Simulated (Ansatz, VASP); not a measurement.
# SiO2: VASP beside Ansatz, part 3 of 3

Wanted: the spread between two codes on one cell, functional and k mesh. The cell is taken from a series of runs on this material, whose earlier steps may have relaxed, scaled, displaced or heated it; both programs get it as it stands.

VASP 6.6.1 and Ansatz 0.2.0.

So far: Starting point; Ansatz: zone-centre phonons, LDA; VASP: zone-centre phonons, LDA.

### Step 3. VASP: zone-centre phonons, LDA (continued)

Level of this step: LDA; plane waves and PAW (O, Si) (VASP).

Numbers of over 12 decimals in the logs are rounded to 6 here.

From OUTCAR (step 3):

```text
ion  position               nearest neighbor table
   1  0.692  0.692  0.000-   5 1.77   5 1.77   6 1.86
   2  0.192  0.808  0.500-   6 1.77   6 1.77   5 1.86
   3  0.308  0.308  0.000-   5 1.77   5 1.77   6 1.86
   4  0.808  0.192  0.500-   6 1.77   6 1.77   5 1.86
   5  0.500  0.500  0.500-   1 1.77   3 1.77   1 1.77   3 1.77   2 1.86   4 1.86
   6  0.000  0.000  0.000-   2 1.77   4 1.77   2 1.77   4 1.77   3 1.86   1 1.86

  LATTYP: Found a simple tetragonal cell.
 ALAT       =     4.2571092238
 C/A-ratio  =     0.6312292010

 Subroutine GETGRP returns: Found 16 space group operations
 (whereof  8 operations were pure point group operations)

The static configuration has the point symmetry D_2h.
 The point group associated with its full space group is D_4h.

 Found     75 irreducible k-points:

   k-points           NKPTS =     75   k-points in BZ     NKDIM =     75   number of bands    NBANDS=     22

   dimension x,y,z NGX =    36 NGY =   36 NGZ =   24
   dimension x,y,z NGXF=    72 NGYF=   72 NGZF=   48

   ENCUT  =  600.0 eV  44.10 Ry    6.64 a.u.   8.50  8.50  5.37*2*pi/ulx,y,z

   NELECT =      32.0000    total number of electrons

 k-points in reciprocal lattice and weights: Automatic mesh
   0.00000000  0.00000000  0.00000000       0.002
   0.12500000  0.00000000  0.00000000       0.008
   0.25000000  0.00000000  0.00000000       0.008
   0.37500000  0.00000000  0.00000000       0.008
   0.50000000  0.00000000  0.00000000       0.004
   0.12500000  0.12500000  0.00000000       0.008
   0.25000000  0.12500000  0.00000000       0.016
   0.37500000  0.12500000  0.00000000       0.016
   0.50000000  0.12500000  0.00000000       0.008
[...]
0.50000000  0.37500000  0.50000000       0.008
   0.50000000  0.50000000  0.50000000       0.002

[...]
2     0.41401     3.81069     0.00000
    3     0.00000     0.00000     4.05739

 Eigenvectors and eigenvalues of the dynamical matrix
 ----------------------------------------------------

   1 f  =   26.384785 THz   165.780496 2PiTHz  880.101708 cm-1   109.118656 meV
             X         Y         Z           dx          dy          dz
      2.944400  2.944400  0.000000     0.353553    0.353553    0.000000
      0.815845  3.441264  1.343606    -0.353553    0.353553   -0.000000
      1.312710  1.312710  0.000000    -0.353553   -0.353553   -0.000000
      3.441264  0.815845  1.343606     0.353553   -0.353553    0.000000
      2.128555  2.128555  1.343606    -0.000000    0.000000   -0.000000
      0.000000  0.000000  0.000000     0.000000   -0.000000   -0.000000

   2 f  =   23.700453 THz   148.914337 2PiTHz  790.562008 cm-1    98.017153 meV
             X         Y         Z           dx          dy          dz
      2.944400  2.944400  0.000000    -0.039576   -0.252831    0.000000
      0.815845  3.441264  1.343606    -0.222373    0.334375   -0.000000
      1.312710  1.312710  0.000000    -0.039576   -0.252831    0.000000
      3.441264  0.815845  1.343606    -0.222373    0.334375    0.000000
      2.128555  2.128555  1.343606     0.055121    0.396688   -0.000000
      0.000000  0.000000  0.000000     0.340430   -0.519823    0.000000

   3 f  =   23.700453 THz   148.914337 2PiTHz  790.562008 cm-1    98.017153 meV
             X         Y         Z           dx          dy          dz
      2.944400  2.944400  0.000000     0.334375    0.222373   -0.000000
      0.815845  3.441264  1.343606    -0.252831    0.039576   -0.000000
      1.312710  1.312710  0.000000     0.334375    0.222373    0.000000
      3.441264  0.815845  1.343606    -0.252831    0.039576   -0.000000
      2.128555  2.128555  1.343606    -0.519823   -0.340430   -0.000000
      0.000000  0.000000  0.000000     0.396688   -0.055121    0.000000

   4 f  =   21.425441 THz   134.620014 2PiTHz  714.675776 cm-1    88.608463 meV
             X         Y         Z           dx          dy          dz
      2.944400  2.944400  0.000000    -0.000000    0.000000    0.450123
      0.815845  3.441264  1.343606     0.000000   -0.000000   -0.450123
      1.312710  1.312710  0.000000    -0.000000   -0.000000    0.450123
      3.441264  0.815845  1.343606     0.000000   -0.000000   -0.450123
      2.128555  2.128555  1.343606     0.000000   -0.000000   -0.307860
      0.000000  0.000000  0.000000    -0.000000    0.000000    0.307860

   5 f  =   21.155560 THz   132.924302 2PiTHz  705.673513 cm-1    87.492325 meV
             X         Y         Z           dx          dy          dz
      2.944400  2.944400  0.000000     0.353553    0.353553    0.000000
      0.815845  3.441264  1.343606     0.353553   -0.353553   -0.000000
      1.312710  1.312710  0.000000    -0.353553   -0.353553   -0.000000
      3.441264  0.815845  1.343606    -0.353553    0.353553    0.000000
      2.128555  2.128555  1.343606     0.000000    0.000000    0.000000
      0.000000  0.000000  0.000000    -0.000000   -0.000000   -0.000000

   6 f  =   18.917731 THz   118.863610 2PiTHz  631.027585 cm-1    78.237414 meV
             X         Y         Z           dx          dy          dz
      2.944400  2.944400  0.000000    -0.000000   -0.000000    0.341769
      0.815845  3.441264  1.343606     0.000000   -0.000000    0.341769
      1.312710  1.312710  0.000000    -0.000000   -0.000000    0.341769
      3.441264  0.815845  1.343606     0.000000   -0.000000    0.341769
      2.128555  2.128555  1.343606     0.000000   -0.000000   -0.516127
      0.000000  0.000000  0.000000     0.000000    0.000000   -0.516127

   7 f  =   16.770919 THz   105.374791 2PiTHz  559.417637 cm-1    69.358916 meV
             X         Y         Z           dx          dy          dz
      2.944400  2.944400  0.000000     0.353553   -0.353553   -0.000000
      0.815845  3.441264  1.343606    -0.353553   -0.353553    0.000000
      1.312710  1.312710  0.000000    -0.353553    0.353553    0.000000
      3.441264  0.815845  1.343606     0.353553    0.353553   -0.000000
      2.128555  2.128555  1.343606     0.000000    0.000000   -0.000000
      0.000000  0.000000  0.000000    -0.000000   -0.000000    0.000000

   8 f  =   16.572369 THz   104.127263 2PiTHz  552.794717 cm-1    68.537779 meV
             X         Y         Z           dx          dy          dz
      2.944400  2.944400  0.000000    -0.000000    0.000000   -0.693150
      0.815845  3.441264  1.343606     0.000000    0.000000   -0.139798
      1.312710  1.312710  0.000000     0.000000    0.000000    0.693150
      3.441264  0.815845  1.343606    -0.000000   -0.000000    0.139798
      2.128555  2.128555  1.343606     0.000000    0.000000    0.000000
      0.000000  0.000000  0.000000     0.000000   -0.000000    0.000000

   9 f  =   16.572369 THz   104.127263 2PiTHz  552.794717 cm-1    68.537779 meV
             X         Y         Z           dx          dy          dz
      2.944400  2.944400  0.000000    -0.000000    0.000000   -0.139798
      0.815845  3.441264  1.343606     0.000000    0.000000    0.693150
      1.312710  1.312710  0.000000     0.000000   -0.000000    0.139798
      3.441264  0.815845  1.343606    -0.000000   -0.000000   -0.693150
      2.128555  2.128555  1.343606    -0.000000    0.000000   -0.000000
      0.000000  0.000000  0.000000     0.000000    0.000000    0.000000

  10 f  =   15.273249 THz    95.964654 2PiTHz  509.460748 cm-1    63.165054 meV
             X         Y         Z           dx          dy          dz
      2.944400  2.944400  0.000000    -0.243960    0.393305    0.000000
      0.815845  3.441264  1.343606     0.086758   -0.320467    0.000000
      1.312710  1.312710  0.000000    -0.243960    0.393305   -0.000000
      3.441264  0.815845  1.343606     0.086758   -0.320467   -0.000000
      2.128555  2.128555  1.343606    -0.048920    0.306366    0.000000
      0.000000  0.000000  0.000000     0.285848   -0.416144   -0.000000

  11 f  =   15.273249 THz    95.964654 2PiTHz  509.460748 cm-1    63.165054 meV
             X         Y         Z           dx          dy          dz
      2.944400  2.944400  0.000000    -0.320467   -0.086758   -0.000000
      0.815845  3.441264  1.343606     0.393305    0.243960   -0.000000
      1.312710  1.312710  0.000000    -0.320467   -0.086758    0.000000
      3.441264  0.815845  1.343606     0.393305    0.243960    0.000000
      2.128555  2.128555  1.343606    -0.416144   -0.285848    0.000000
      0.000000  0.000000  0.000000     0.306366    0.048920   -0.000000

  12 f  =   12.237478 THz    76.890343 2PiTHz  408.198334 cm-1    50.610120 meV
             X         Y         Z           dx          dy          dz
      2.944400  2.944400  0.000000     0.249064    0.123733    0.000000
      0.815845  3.441264  1.343606     0.275569    0.170924    0.000000
      1.312710  1.312710  0.000000     0.249064    0.123733   -0.000000
      3.441264  0.815845  1.343606     0.275569    0.170924    0.000000
      2.128555  2.128555  1.343606    -0.232843    0.068194   -0.000000
      0.000000  0.000000  0.000000    -0.559333   -0.513116    0.000000

  13 f  =   12.237478 THz    76.890343 2PiTHz  408.198334 cm-1    50.610120 meV
             X         Y         Z           dx          dy          dz
      2.944400  2.944400  0.000000     0.170924   -0.275569   -0.000000
      0.815845  3.441264  1.343606     0.123733   -0.249064   -0.000000
      1.312710  1.312710  0.000000     0.170924   -0.275569    0.000000
      3.441264  0.815845  1.343606     0.123733   -0.249064    0.000000
      2.128555  2.128555  1.343606    -0.513116    0.559333    0.000000
      0.000000  0.000000  0.000000     0.068194    0.232843    0.000000
    [... 43 further lines ...]
      2.128555  2.128555  1.343606     0.000000    0.000000   -0.483335
      0.000000  0.000000  0.000000     0.000000    0.000000   -0.483335

 MACROSCOPIC STATIC DIELECTRIC TENSOR IONIC CONTRIBUTION
 ------------------------------------------------------
          10.396277     0.000000    -0.000000
           0.000000    10.396277    -0.000000
          -0.000000    -0.000000     5.584926
 ------------------------------------------------------

 ELASTIC MODULI CONTR FROM IONIC RELAXATION (kBar)
 Direction    XX          YY          ZZ          XY          YZ          ZX
 --------------------------------------------------------------------------------
 XX        -985.8198   -207.5695      8.4444      0.0000     -0.0000     -0.0000
 YY        -207.5695   -985.8198      8.4444     -0.0000      0.0000      0.0000
 ZZ           8.4444      8.4444     -0.1195      0.0000     -0.0000     -0.0000
 XY           0.0000     -0.0000     -0.0000    -74.5803     -0.0000      0.0000
 YZ          -0.0000      0.0000     -0.0000     -0.0000    -27.7262     -0.0000
 ZX          -0.0000      0.0000     -0.0000      0.0000     -0.0000    -42.9955
 --------------------------------------------------------------------------------

 PIEZOELECTRIC TENSOR IONIC CONTR  for field in x, y, z        (C/m^2)
          XX          YY          ZZ          XY          YZ          ZX
  --------------------------------------------------------------------------------
  x     0.00000    -0.00000     0.00000    -0.00000    -0.00000     0.00000
  y    -0.00000     0.00000    -0.00000    -0.00000    -0.00000     0.00000
  z    -0.00000     0.00000    -0.00000    -0.00000    -0.00000     0.00000
```

### Step 4. Differences

Known differences besides the potentials themselves: the two LDA forms differ slightly; fixed occupations in Ansatz, narrow Gaussian smearing in VASP; VASP's response is taken on the typed mesh, Ansatz refines its own for the field response alone; the cutoff is 420 eV in Ansatz and 600 eV in VASP; VASP's log shows a relativistic correction to its local exchange, Ansatz's none; VASP's log repeats an internal error in its field response. Total energies have different zeros and are not compared.

Compared:

| quantity | Ansatz | VASP | difference |
| --- | --- | --- | --- |
| ε∞ xx | 3.45 | 3.43 | +0.59 % |
| ε∞ yy | 3.45 | 3.43 | +0.59 % |
| ε∞ zz | 3.61 | 3.59 | +0.65 % |
| Born charge of O1 (mean of the diagonal) (e) | -1.96 | -1.95 | -0.02 |
| Born charge of Si5 (mean of the diagonal) (e) | 3.93 | 3.89 | +0.03 |
| optical mode 1 (cm⁻¹) | 234.9 | 235.3 | -0.17 % |
| optical mode 2 (cm⁻¹) | 367.3 | 370.3 | -0.81 % |
| optical mode 3 to 4 (cm⁻¹) | 401.0 | 408.2 | -1.76 % |
| optical mode 5 to 6 (cm⁻¹) | 506.9 | 509.5 | -0.50 % |
| optical mode 7 to 8 (cm⁻¹) | 547.6 | 552.8 | -0.93 % |
| optical mode 9 (cm⁻¹) | 555.7 | 559.4 | -0.66 % |
| optical mode 10 (cm⁻¹) | 623.0 | 631.0 | -1.27 % |
| optical mode 11 (cm⁻¹) | 702.5 | 705.7 | -0.45 % |
| optical mode 12 (cm⁻¹) | 707.2 | 714.7 | -1.04 % |
| optical mode 13 to 14 (cm⁻¹) | 788.2 | 790.6 | -0.30 % |
| optical mode 15 (cm⁻¹) | 877.0 | 880.1 | -0.35 % |

Modes are paired by rising frequency, not by their patterns, so a pair may set unlike modes beside each other; they are those without the splitting of longitudinal modes.

### Step 5. Outcome

```
r.m.s. difference of the optical zone-centre modes, each program's sorted by frequency (zone-centre phonons, LDA) : 4.8 cm⁻¹
difference in optical mode 3 to 4 (zone-centre phonons, LDA)                                                      : -1.8 %
```

What this shows: The r.m.s. difference of the optical zone-centre modes, each program's sorted by frequency is 4.8 cm⁻¹ (zone-centre phonons, LDA). Among the rows given in per cent, the largest difference of the zone-centre phonons, LDA pair is in optical mode 3 to 4, -1.8 %. How closely two codes agree says nothing of how well the functional describes the real material.

[Lines on the potential files, build, host, timing and source positions are cut from VASP's logs without a mark.]

[Logs are printed without paths, hosts, clocks, repeated set-up lines and the standing remarks that a program may print on its own settings, such as how far it seeks lower states.]

[Hosts, paths, dates, database ids (printed as entryN), source tags and the programs' standing remarks are cut or masked in the printed files.]
